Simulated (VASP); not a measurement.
Input:

```
SnSi
1.0
    6.01628    -0.05741     0.00000
   -0.05741     6.01628     0.00000
    0.00000     0.00000     6.12245
Sn Si
4 4
Direct
  0.00000   0.00000   0.97469
  0.25000   0.25000   0.27531
  0.50000   0.50000   0.97469
  0.75000   0.75000   0.27531
  0.50000   0.00000   0.52161
  0.75000   0.25000   0.72839
  0.00000   0.50000   0.52161
  0.25000   0.75000   0.72839
```

Calculation: PBE GGA, VASP's PBE PAW potentials (set 64) (plane waves; VASP). Numerical set-up: 400 eV cut-off, 4×4×4 Γ-centred mesh, Gaussian smearing of 0.050 eV, potentials Sn_d Si.

Unless said otherwise, spin-orbit coupling is left out, though it shifts the bands of the heavy elements here.

Task: What does the run give for the energy per atom (σ→0), band gap (on the k-mesh) with the smallest direct gap where there is one?

Result: 
```yaml
band gap (on the k-mesh): none (metal, semimetal or under 0.01 eV)
energy per atom (σ→0): -4.470 eV/atom
```

Only differences to runs with the same potentials and settings are physical.

The structure was generated: Sn4Si4 was put into an ordered model structure (Pmma), which need not be its known phase. It was relaxed first.
